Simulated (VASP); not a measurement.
A convergence study with VASP on Ca (fcc): one setting is varied, all else stays as given below, so the limit is that of these other settings. Each run relaxes cell and ions from the cell shown. The basis is that of the starting cell, so low cut-offs carry a Pulay error.

```
Ca
1.0
    0.00000     2.79000     2.79000
    2.79000     0.00000     2.79000
    2.79000     2.79000     0.00000
Ca
1
Direct
  0.00000   0.00000   0.00000
```

The numbers are results of PBE GGA, VASP's PBE PAW potentials (set 64) (plane waves; VASP), not measurements. The tightest run used: 700 eV cut-off, 10×10×10 Γ-centred mesh, first-order Methfessel-Paxton smearing of 0.10 eV, potentials Ca_sv.

| setting | relaxed volume (Å³/atom) | E (eV/atom) | plane waves |
|---|---|---|---|
| ENCUT = 150 | 30.894 | -3.7302 | 194 |
| ENCUT = 200 | 38.766 | -2.0883 | 291 |
| ENCUT = 250 | 41.537 | -1.9501 | 396 |
| ENCUT = 300 | 41.886 | -1.9396 | 532 |
| ENCUT = 350 | 42.109 | -1.9348 | 659 |
| ENCUT = 400 | 42.236 | -1.9322 | 804 |

Q: These are the cheaper rows. Estimate the results at ENCUT = 700, and how far the last row shown lies from them.

A: 
```json
[
 {"quantity": "relaxed volume (Å³/atom)", "tightest run": "42.297", "last row shown is off by": "-0.060"},
 {"quantity": "E (eV/atom)", "tightest run": "-1.9311", "last row shown is off by": "-0.0011"}
]
```

Left out are rungs that failed or repeat a setting and relaxations that didn't move; long series are thinned to 24 rows.

The compound is Ca in the fcc structure.
